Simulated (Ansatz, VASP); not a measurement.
## Cross-check of BaMg2Sb2 between VASP and Ansatz

Wanted: the spread between two codes on one cell, functional and k mesh. The cell is taken from a series of runs on this material, whose earlier steps may have relaxed, scaled, displaced or heated it; both programs get it as it stands.

Program: Ansatz 0.2.0. Level of theory: plane waves, with VASP 6.6.1 beside it; G0W0 gap at LDA. Results are calculated unless marked as measured.

### 1. Starting point

The structure is trigonal, space group P-3m1 (No. 164). Conventional cell: a = 4.770 Å, b = 4.770 Å, c = 8.100 Å, α = 90.00°, β = 90.00°, γ = 120.00°. Nearest to Ba lie 6 Sb at 3.51 Å. Nearest to Mg lie 4 Sb at 2.89 Å. Sb has 4 Mg at 2.89 Å and 3 Ba at 3.51 Å nearest. Farther neighbours are not listed.

Structure file:

```xyz
5
Lattice="4.7700 0.0000 0.0000 -2.3850 4.1309 0.0000 0.0000 0.0000 8.1000" Properties=species:S:1:pos:R:3 pbc="T T T"
Ba    0.0000    0.0000    0.0000
Mg    0.0000    2.7540    5.0601
Mg    2.3850    1.3770    3.0399
Sb    0.0000    2.7540    2.1708
Sb    2.3850    1.3770    5.9292
```

### 2. VASP: G0W0 gap, LDA

Quasiparticle shifts depend on high empty states and on the cores, so they are the hardest test of two PAW sets.

Lines of VASP's logs that name or quote its potential files are left out, and so is its time.

The run reads the wave functions of an earlier VASP run, which isn't shown here.

Contents of INCAR:

```
SYSTEM = BaMg2Sb2
PREC = Accurate
ENCUT = 460
ISMEAR = 0
SIGMA = 0.01
LREAL = .FALSE.
GGA = CA
NBANDS = 135
ALGO = EVGW0
NELMGW = 1
ENCUTGW = 114.29
NOMEGA = 64
PRECFOCK = Fast
NBANDSGW = 38
LWAVE = .FALSE.
LCHARG = .FALSE.
```

Contents of POSCAR:

```
BaMg2Sb2
1.0
    4.7700000000      0.0000000000      0.0000000000
   -2.3850000000      4.1309411761      0.0000000000
    0.0000000000      0.0000000000      8.1000000000
Ba Mg Sb
1 2 2
Direct
    0.0000000000      0.0000000000      0.0000000000
    0.3333333333      0.6666666667      0.6247000000
    0.6666666667      0.3333333333      0.3753000000
    0.3333333333      0.6666666667      0.2680000000
    0.6666666667      0.3333333333      0.7320000000
```

Contents of KPOINTS:

```
Automatic mesh
0
Gamma
3 3 1
0 0 0
```

PAW data sets: Ba_sv_GW, Mg_sv_GW and Sb_d_GW (LDA family, release 64).

Run with:

```sh
$ export OMP_NUM_THREADS=3
$ mpirun -np 1 vasp_std
```

Numbers of over 12 decimals in the logs are rounded to 6 here.

What it wrote:

```text
[banner, memory and clock lines left out]
running    1 mpi-ranks, on    1 nodes
 distrk:  each k-point on    1 cores,    1 groups
 distr:  one band on    1 cores,    1 groups
 Offloading initialized ...    1 GPUs detected
 POSCAR found type information on POSCAR BaMgSb
 POSCAR found :  3 types and       5 ions
|                                                                             |
|           W    W    AA    RRRRR   N    N  II  N    N   GGGG   !!!           |
|           W    W   A  A   R    R  NN   N  II  NN   N  G    G  !!!           |
|           W    W  A    A  R    R  N N  N  II  N N  N  G       !!!           |
|           W WW W  AAAAAA  RRRRR   N  N N  II  N  N N  G  GGG   !            |
|           WW  WW  A    A  R   R   N   NN  II  N   NN  G    G                |
|           W    W  A    A  R    R  N    N  II  N    N   GGGG   !!!           |
|                                                                             |
|     The default for ENCUTGWSOFT is different in this version of VASP.       |
|     please manually set ENCUTGWSOFT =114.29 in the INCAR file.              |
|                                                                             |

 LDA part: xc-table for (Slater(with rela. corr.)+CA(PZ))
 , standard interpolation
 found WAVECAR, reading the header
 POSCAR, INCAR and KPOINTS ok, starting setup
 FFT: planning ... GRIDC
 FFT: planning ... GRID_SOFT
 FFT: planning ... GRID
 reading WAVECAR
 the WAVECAR file was read successfully
 initial charge from wavefunction
 available memory per node:   1673.87 GB, setting MAXMEM to   1714047

 The Fermi energy was updated, please check that it is located mid-gap
 values below the HOMO (VB) or above the LUMO (CB) will cause erroneous energies
 E-fermi :   3.7977

 calculate exact exchange contribution
 the WAVEDER file was read successfully
|                                                                             |
|           W    W    AA    RRRRR   N    N  II  N    N   GGGG   !!!           |
|           W    W   A  A   R    R  NN   N  II  NN   N  G    G  !!!           |
|           W    W  A    A  R    R  N N  N  II  N N  N  G       !!!           |
|           W WW W  AAAAAA  RRRRR   N  N N  II  N  N N  G  GGG   !            |
|           WW  WW  A    A  R   R   N   NN  II  N   NN  G    G                |
|           W    W  A    A  R    R  N    N  II  N    N   GGGG   !!!           |
|                                                                             |
|     Automatic setting of frequency mesh for GW failed. Frequency mesh       |
|     properly not suitable for determining QP energies. Consider             |
|     increasing number of kpoints.                                           |
|                                                                             |

energies w=
    0.000    0.000    0.814    0.000    1.626    0.000    2.435    0.000
    3.238    0.000    4.035    0.000    4.824    0.000    5.605    0.000
    6.376    0.000    7.137    0.000    7.887    0.000    8.628    0.000
    9.358    0.000   10.079    0.000   10.791    0.000   11.494    0.000
   12.190    0.000   12.880    0.000   13.564    0.000   14.244    0.000
   14.920    0.000   15.595    0.000   16.270    0.000   16.946    0.000
   17.624    0.000   18.307    0.000   18.996    0.000   19.693    0.000
   20.400    0.000   21.118    0.000   21.851    0.000   22.601    0.000
   23.370    0.000   24.162    0.000   24.980    0.000   25.826    0.000
   26.707    0.000   27.625    0.000   28.587    0.000   29.598    0.000
   30.665    0.000   31.796    0.000   33.000    0.000   34.287    0.000
   35.671    0.000   37.166    0.000   38.789    0.000   40.562    0.000
   42.512    0.000   44.669    0.000   47.074    0.000   49.776    0.000
   52.839    0.000   56.343    0.000   60.398    0.000   65.146    0.000
   70.786    0.000   77.596    0.000   85.983    0.000   96.560    0.000
  110.306    0.000  128.873    0.000  155.301    0.000  195.844    0.000
 responsefunction array rank=     450
 LDA part: xc-table for (Slater(with rela. corr.)+CA(PZ))
 , standard interpolation

 min. memory requirement per mpi rank    629.9 MB, per node    629.9 MB

 allocating  64 responsefunctions rank=   450
 shmem allocating  64 responsefunctions rank=   450
 response function shared by NCSHMEM nodes    1
 Doing            64  frequencies on each core in blocks of            64
NQ=   1    0.0000    0.0000    0.0000,
|.........|.........|.........|.........|.........|.........|.........|.........
 performed         87000 updates of chi_q(r,r)
 total number of BLAS operations        114.79 Gflops
NQ=   2    0.3333    0.0000    0.0000,
|.........|.........|.........|.........|.........|.........|.........|.........
 performed        236000 updates of chi_q(r,r)
 total number of BLAS operations        353.03 Gflops
NQ=   3    0.3333    0.3333    0.0000,
|.........|.........|.........|.........|.........|.........|.........|.........
 performed        344000 updates of chi_q(r,r)
 total number of BLAS operations        527.99 Gflops
 resolving degeneracies of screened two electron integrals

 calculate QP shifts <psi_nk| G(iteration)W_0 |psi_nk>: iteration 1
 entering main loop
```

Parts of OUTCAR (step 2):

```text
ion  position               nearest neighbor table
   1  0.000  0.000  0.000-
   2  0.333  0.667  0.625-   5 2.89   5 2.89   5 2.89   4 2.89
   3  0.667  0.333  0.375-   4 2.89   4 2.89   4 2.89   5 2.89
   4  0.333  0.667  0.268-   3 2.89   3 2.89   3 2.89   2 2.89
   5  0.667  0.333  0.732-   2 2.89   2 2.89   2 2.89   3 2.89

  LATTYP: Found a hexagonal cell.
 ALAT       =     4.7700000000
 C/A-ratio  =     1.6981132075

 Subroutine GETGRP returns: Found 12 space group operations
 (whereof 12 operations were pure point group operations)

The static configuration has the point symmetry D_3d.

 Found      3 irreducible k-points:

   k-points           NKPTS =      3   k-points in BZ     NKDIM =      9   number of bands    NBANDS=    135

   dimension x,y,z NGX =    36 NGY =   36 NGZ =   60
   dimension x,y,z NGXF=    72 NGYF=   72 NGZF=  120

   ENCUT  =  460.0 eV  33.81 Ry    5.81 a.u.   8.34  8.34 14.17*2*pi/ulx,y,z

   NELECT =      60.0000    total number of electrons

  energy-cutoff  :      460.00
  volume of cell :      159.61
      direct lattice vectors                 reciprocal lattice vectors
     4.770000000  0.000000000  0.000000000     0.209643606  0.121037792 -0.000000000
    -2.385000000  4.130941176  0.000000000     0.000000000  0.242075585  0.000000000
     0.000000000  0.000000000  8.100000000     0.000000000 -0.000000000  0.123456790

 k-points in reciprocal lattice and weights: Automatic mesh
   0.00000000  0.00000000  0.00000000       0.111
   0.33333333  0.00000000  0.00000000       0.667
   0.33333333  0.33333333  0.00000000       0.222

 E-fermi :   3.7977

 QP shifts <psi_nk| G(iteration)W_0 |psi_nk>: iteration 1
 for sc-GW calculations column KS-energies equals QP-energies in previous step
 and V_xc(KS)=  KS-energies - (<T + V_ion + V_H > + <T+V_H+V_ion>^1  + <V_x>^1)
 k-point   1 :       0.0000    0.0000    0.0000
  band No.  KS-energies  QP-energies   sigma(KS)   V_xc(KS)     V^pw_x(r,r')   Z            occupation Imag(sigma)
    ...
     27       2.3169       2.2421     -10.6631     -10.5643     -12.2894       0.7564       2.0000       0.2811
     28       3.2608       3.3035     -10.9352     -10.9911     -12.3143       0.7627       2.0000       0.2344
     29       3.2735       3.2903     -10.9719     -10.9938     -12.4319       0.7650       2.0000       0.2405
     30       3.2735       3.2903     -10.9719     -10.9938     -12.4319       0.7650       2.0000       0.2405
     31       4.7368       5.4598      -8.6353      -9.5742      -5.4654       0.7700       0.0000      -0.2895
     32       4.7610       5.6013      -8.2966      -9.3847      -4.7783       0.7722       0.0000      -0.3210
     33       5.3659       6.1751      -8.1697      -9.2246      -4.6018       0.7671       0.0000      -0.3457
     34       5.9305       6.7873      -8.2732      -9.3910      -4.7168       0.7665       0.0000      -0.3542
    ...

 k-point   2 :       0.3333    0.0000    0.0000
  band No.  KS-energies  QP-energies   sigma(KS)   V_xc(KS)     V^pw_x(r,r')   Z            occupation Imag(sigma)
    ...
     27       1.3483       1.1671     -10.2306      -9.9895     -12.1398       0.7514       2.0000       0.3447
     28       2.0484       1.9177     -10.6270     -10.4536     -12.3411       0.7535       2.0000       0.2962
     29       2.3120       2.2580     -10.4657     -10.3942     -12.0799       0.7569       2.0000       0.2813
     30       2.4480       2.4079     -10.5998     -10.5469     -12.1585       0.7576       2.0000       0.2713
     31       4.3218       4.9185      -7.6991      -8.4729      -4.4716       0.7711       0.0000      -0.2959
     32       5.8446       6.6237      -8.1367      -9.1525      -4.5345       0.7670       0.0000      -0.3585
     33       6.5961       7.4387      -8.6212      -9.7250      -4.9363       0.7633       0.0000      -0.3686
     34       6.6735       7.4069      -7.9354      -8.8952      -4.1941       0.7640       0.0000      -0.3873
    ...

 k-point   3 :       0.3333    0.3333    0.0000
  band No.  KS-energies  QP-energies   sigma(KS)   V_xc(KS)     V^pw_x(r,r')   Z            occupation Imag(sigma)
    ...
     27       0.5122       0.2637      -9.7277      -9.3966     -11.6700       0.7502       2.0000       0.3967
     28       2.0131       1.8779     -10.4236     -10.2439     -12.1909       0.7528       2.0000       0.2994
     29       2.0131       1.8779     -10.4236     -10.2439     -12.1909       0.7528       2.0000       0.2994
     30       2.0350       1.9073     -10.5260     -10.3565     -12.2180       0.7532       2.0000       0.2937
     31       5.9192       6.5067      -7.4615      -8.2215      -4.0580       0.7731       0.0000      -0.3234
     32       6.3218       7.1924      -8.4481      -9.5899      -4.7178       0.7624       0.0000      -0.3834
     33       6.3218       7.1924      -8.4481      -9.5899      -4.7178       0.7624       0.0000      -0.3834
     34       6.5232       7.4824      -8.9360     -10.1911      -5.3867       0.7642       0.0000      -0.3585
    ...
```

### 3. Ansatz: G0W0 gap, LDA

Ansatz runs on its default PAW (the set named soft_2) files.

The same cell, functional (in two slightly different forms) and mesh now go to Ansatz, which takes its cutoff from its data sets.

Contents of input.yaml:

```yaml
crystal:
  lattice:
    - [4.77, 0.0, 0.0]
    - [-2.385, 4.1309411761, 0.0]
    - [0.0, 0.0, 8.1]
  atoms:
    - { symbol: Ba, position: [0.0, 0.0, 0.0] }
    - { symbol: Mg, position: [0.3333333333, 0.6666666667, 0.6247] }
    - { symbol: Mg, position: [0.6666666667, 0.3333333333, 0.3753] }
    - { symbol: Sb, position: [0.3333333333, 0.6666666667, 0.268] }
    - { symbol: Sb, position: [0.6666666667, 0.3333333333, 0.732] }
kpoints:
  mp_grid: { grid: [3, 3, 1] }
hamiltonian:
  xc: lda
scf:
  occupations: { method: fixed }
gw:
  n_empty_bands: 105
  ecut_chi: 114.29
  qp_bands: [v2, c2]
  qp_kpoints: [[0.0, 0.0, 0.0], [0.3333333333333, 0.0, 0.0]]
  screening: { model: contour_deformation }
```

Run with:

```sh
$ ansatz run input.yaml --threads 4 --pin off --max-ram 5529MiB --backend cpu --events-out ev --progress --plain --runs-dir out
```

What it wrote:

```text
Engine: ansatz 0.2.0, x86_64-unknown-linux-gnu
Pseudopotentials: kind: paw
Pseudopotential: Ba, paw, valence charge 10, recommended cutoff 420 eV (normal), Ba.paw.azcp
Pseudopotential: Mg, paw, valence charge 10, recommended cutoff 420 eV (normal), Mg.paw.azcp
Pseudopotential: Sb, paw, valence charge 15, recommended cutoff 420 eV (normal), Sb.paw.azcp
Functional definition: SPW92
  exchange = slater_x
  correlation = pw_c
Crystal: 5 atoms, lattice volume = 159.607 Å³
Basis set: ecut = 420 eV, 3105 PW (Γ)
Bands: 36, of which v1, the nominal top of the filled ones, is band 30 counted from 1 (29 counted from 0)
Symmetry: 12 space group operations
Space group: P-3m1 (ITA 164), of the structure as read, at distance tolerance 5.4e-5 Å
k-points: 3 of 9
Non-local potential: Ba, projectors of the file, l = 0: 3, l = 1: 2, l = 2: 2, l = 3: 2
Non-local potential: Mg, projectors of the file, l = 0: 3, l = 1: 2, l = 2: 1
Non-local potential: Sb, projectors of the file, l = 0: 2, l = 1: 2, l = 2: 2, l = 3: 2
PAW form: soft (Blöchl's): semilocal exchange-correlation on the pseudo side does not see the compensation charge
PAW frozen core: Ba, regenerated for the run's functional, and the local potential with it (the file was generated under x = pbe(κ = 0.804, μ = 0.219515), c = pbe(β = 0.066725))
PAW frozen core: Mg, regenerated for the run's functional, and the local potential with it (the file was generated under x = pbe(κ = 0.804, μ = 0.219515), c = pbe(β = 0.066725))
PAW frozen core: Sb, regenerated for the run's functional, and the local potential with it (the file was generated under x = pbe(κ = 0.804, μ = 0.219515), c = pbe(β = 0.066725))
PAW one-centre angular grid: Ba, 194 points (default); XC on 64 Gauss nodes
PAW one-centre angular grid: Mg, 110 points (default); XC on 64 Gauss nodes
PAW one-centre angular grid: Sb, 590 points (default); XC on 64 Gauss nodes
Initial density: superposition of atomic densities (neutral atoms: chi_scale 0, normalization atom), corrected by the library's trained network
Initial wavefunctions: pseudopotential atomic-orbital guess
Functional: x = slater, c = lda
SCF iter   1: F=—  HF=-22258.384297 eV  |F-HF|=—  |Δ(HF+E_count)|=         —  Δρ=5.68e-3  dr2=2.63e-2  ethr=1.77e-3  ⟨swp⟩=5.0  Hψ=387  notcnv=0  defer=10
preconditioner: auto → Resta (q_TF=auto, 2.318 Å⁻¹)  ε∞=3.3  [insulator: Δε(μ)=1.056 eV  Ē_g=9.016 eV  n_scr=34 (ndim 8)  ℏωp=13.8 eV  f_vac=0.023  ε∞_Penn≈3.3]
SCF iter   2: F=—  HF=-22258.370814 eV  |F-HF|=—  |Δ(HF+E_count)|=   1.35e-2  Δρ=2.35e-3  dr2=4.90e-3  ethr=4.39e-5  ⟨swp⟩=2.7  Hψ=233  notcnv=0  defer=11
SCF iter   3: F=—  HF=-22258.369539 eV  |F-HF|=—  |Δ(HF+E_count)|=   1.28e-3  Δρ=5.22e-4  dr2=4.46e-4  ethr=8.17e-6  ⟨swp⟩=2.7  Hψ=200  notcnv=0  defer=11
SCF iter   4: F=—  HF=-22258.369518 eV  |F-HF|=—  |Δ(HF+E_count)|=   2.07e-5  Δρ=1.33e-4  dr2=2.06e-4  ethr=7.44e-7  ⟨swp⟩=2.0  Hψ=201  notcnv=0  defer=11
SCF iter   5: F=—  HF=-22258.369483 eV  |F-HF|=—  |Δ(HF+E_count)|=   3.52e-5  Δρ=4.59e-5  dr2=8.31e-6  ethr=3.43e-7  ⟨swp⟩=2.0  Hψ=119  notcnv=0  defer=10
SCF iter   6: F=—  HF=-22258.369482 eV  |F-HF|=—  |Δ(HF+E_count)|=   8.10e-7  Δρ=1.20e-5  dr2=2.03e-7  ethr=1.38e-8  ⟨swp⟩=2.3  Hψ=186  notcnv=0  defer=7
SCF iter   7: F=-22258.369482 eV  HF=-22258.369482 eV  |F-HF|=1.92e-8  |Δ(HF+E_count)|=   3.97e-9  Δρ=3.34e-6  dr2=4.56e-8  ethr=1.67e-10  ⟨swp⟩=12.3  Hψ=560  notcnv=0
SCF 1 converged in 7 iterations: F = -22258.369482 eV  dr2 = 4.56e-8
  greatest PAW one-centre occupation: 1.000 electrons in one spin orbital (limit 2), on the Mg atom at site 2 (counted from 0), in its partial waves of l = 0
NSCF: frozen V_eff on 3 k-points
G₀W₀ screening: q 1/3
[... further progress lines ...]
NSCF: frozen V_eff on 1 k-points
NSCF: frozen V_eff on 1 k-points
[...]
SCF converged after 7 iterations
Free energy (F): -22258.369482 eV
Harris-Foulkes:  -22258.369482 eV  (|F-HF|=1.92e-8)
Internal energy: -22258.369482 eV  (E = F + TS)
E sigma→0 (E₀):  -22258.369482 eV
Fermi energy:    6.710779 eV
--- Per-component energies (eV) ---
  E_band       = -1147.214298
  E_kinetic    = 740.077886
  E_local      = -7548.195727  (includes V_loc(G=0)·N_el)
  E_nonlocal   = 987.770853
  E_hartree    = 3086.854478
  E_xc         = -500.865342
  E_vxc        = -406.358621  (∫ρ·V_xc dr)
  E_paw        = -14457.435200  (= ΣΔE_a)
  E_vpaw       = -1094.212881  (= ΣTr[D̂ρ^β])
  E_aug_tail   = -0.000008  (compensation charges beyond the density's cutoff)
  E_ewald      = -4568.277544
  E_core_change = 1.701121  (= ΣΔE_core)
  E_smearing   = -0.000000  (= −TS)
  E_closure    = 0.000000  (closes the sum)
  Σ components = -22258.369482   (vs F -22258.369482, Δ=0.00e0)
--- Band table (eV) ---
  k-point 0: bands = [... 26 lower, 5.7552, 6.6975, 6.7108, 6.7108, 8.1585, 8.1750, 8.7972, 9.3713, ... 2 higher]
  k-point 1: bands = [... 26 lower, 4.7827, 5.4859, 5.7492, 5.8862, 7.7594, 9.2755, 10.0238, 10.1090, ... 2 higher]
  k-point 2: bands = [... 26 lower, 3.9497, 5.4489, 5.4489, 5.4713, 9.3530, 9.7588, 9.7588, 9.9575, ... 2 higher]
--- G₀W₀: contour deformation, 7 samples at zero and on the imaginary axis and 1 off it, 9 q-points, 105 empty bands' worth ---
  eigenvalues of the whole cell's RPA ε∞ on this k-mesh (on a slab, of 1 + 4πα/V) = 14.7674, 19.3341, 19.3341; static W/v taken at q = 0 is 0.059124
  bands read: the sum over 135 bands ends inside a degenerate multiplet in 2 slots, whose members it reads at an even weight; the widest, k=0: bands 135 to 136 (counted from 1) at 1/2 each
    ik  band        ε_KS         Σx   Σc(E_QP)       V_xc       Z   E_QP_lin       E_QP  E_QP is
     0    29      6.7108   -14.1621     1.5105   -12.7397  0.7424     6.7987     6.7989  root
     0    30      6.7108   -14.1621     1.5105   -12.7397  0.7424     6.7987     6.7989  root
     0    31      8.1585    -6.6000    -3.5510   -10.7112  0.7496     8.7346     8.7187  root
     0    32      8.1750    -6.4540    -3.9334   -11.0774  0.7532     8.8800     8.8649  root
     1    29      5.7492   -13.5108     1.6991   -11.8391  0.7131     5.7768     5.7766  root
     1    30      5.8862   -13.6086     1.6352   -12.0063  0.7234     5.9191     5.9192  root
     1    31      7.7594    -5.3076    -3.5580    -9.3074  0.7541     8.2066     8.2012  root
     1    32      9.2755    -5.8374    -4.0265   -10.4642  0.7549     9.8968     9.8758  root
```

Reading the cycles: dr2 is the Hartree energy of the density residual (eV), the measure of convergence; HF is the Harris–Foulkes estimate of the energy, which meets the free energy F at convergence.

### 4. Differences

Known differences besides the potentials themselves: the two LDA forms differ slightly; fixed occupations in Ansatz, narrow Gaussian smearing in VASP; the cutoff is 420 eV in Ansatz and 460 eV in VASP; VASP's log shows a relativistic correction to its local exchange, Ansatz's none; Ansatz integrates over frequency by contour deformation, VASP on a grid of NOMEGA points; Ansatz's G0W0 levels solve the quasiparticle equation, VASP's are linearised. Total energies have different zeros and are not compared.

Both answers:

```csv
quantity,Ansatz,VASP,difference
G0W0 gap on the mesh (eV),1.40,1.61,-0.21
Kohn-Sham gap under it (eV),1.05,1.05,0.00
```

VASP's log warns that its frequency grid doesn't suit quasiparticle energies on this mesh.

### 5. Results

| Property | Result |
| --- | --- |
| difference in G0W0 gap on the mesh (G0W0 gap, LDA) | -0.21 eV |

**Reading.** The difference in G0W0 gap on the mesh is -0.21 eV (G0W0 gap, LDA). Part of the difference in the G0W0 gap can come from VASP's linearised levels. Such differences can come from data sets, numerical settings and the points named under the comparisons, not from the functional's error against experiment.

[Lines on the potential files, build, host, timing and source positions are cut from VASP's logs without a mark.]

[Logs are printed without paths, hosts, clocks, repeated set-up lines and the standing remarks that a program may print on its own settings, such as how far it seeks lower states.]

[Hosts, paths, dates, database ids (printed as entryN), source tags and the programs' standing remarks are cut or masked in the printed files.]
